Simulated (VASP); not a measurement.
Here is the system:

```xyz
6
Lattice="1.5732 -2.7249 0.0000 1.5732 2.7249 0.0000 0.0000 0.0000 12.5661" Properties=species:S:1:pos:R:3 pbc="T T T"
W      1.5732     0.9083     3.1415
W      1.5732    -0.9083     9.4246
S      1.5732     0.9083    10.9935
S      1.5732    -0.9083     4.7104
S      1.5732    -0.9083     1.5727
S      1.5732     0.9083     7.8557
```

Method: PBEsol GGA, VASP's PBE PAW potentials (set 64) (plane waves; VASP 6.6.1). Numerical set-up: 400 eV cut-off, 15×15×4 Γ-centred mesh, Gaussian smearing of 0.010 eV, potentials W_sv S.

Without a dispersion term in the relaxation, distances and binding between the weakly bound layers, chains or molecules are unreliable, and so is what depends on them.

Problem. Predict the energy per atom (σ→0).

Solution. 
```yaml
energy per atom (σ→0): -8.425 eV/atom
```

The absolute energy has meaning only against runs of the same code, potentials and settings.

The compound is WS2 in the 2H layered structure. It was relaxed first.
